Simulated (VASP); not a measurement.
Data:

```xyz
2
Lattice="0.0000 2.7135 2.7135 2.7135 0.0000 2.7135 2.7135 2.7135 0.0000" Properties=species:S:1:pos:R:3 pbc="T T T"
Ni     0.0000     0.0000     0.0000
Si     1.3568     1.3568     1.3568
```
Starting moments (μB, in the order of the record's atoms Ni Si): 2.0 0.0.

Level of theory: PBEsol GGA, VASP's PBE PAW potentials (set 64) (plane waves; VASP). Run with 400 eV cut-off, 11×11×11 Γ-centred mesh, first-order Methfessel-Paxton smearing of 0.10 eV, potentials Ni Si.

Energy and stress use the plane-wave basis of the starting cell.

Task: The ions, cell shape and volume are relaxed. What does this cell relax into?

Result: 
```xyz
2
Lattice="0.0000 2.5425 2.5425 2.5425 0.0000 2.5425 2.5425 2.5425 0.0000" Properties=species:S:1:pos:R:3 pbc="T T T"
Ni     0.0000     0.0000     0.0000
Si     1.2712     1.2712     1.2712
```
Space group F-43m (216), at a tolerance of 0.03 Å. The cell ends with 0.00 μB, on the sites 0.00 0.00 μB.

Task: How do energy and volume change from the first to the last step?

Result: The energy (σ→0) changes by -183.4 meV/atom and the volume by -17.7 %, in 3 ionic steps.

The structure was generated: NiSi was put into the zinc blende type (F-43m), which need not be its known phase. This run relaxes it. Symmetry was kept, so distortions that lower it aren't found.
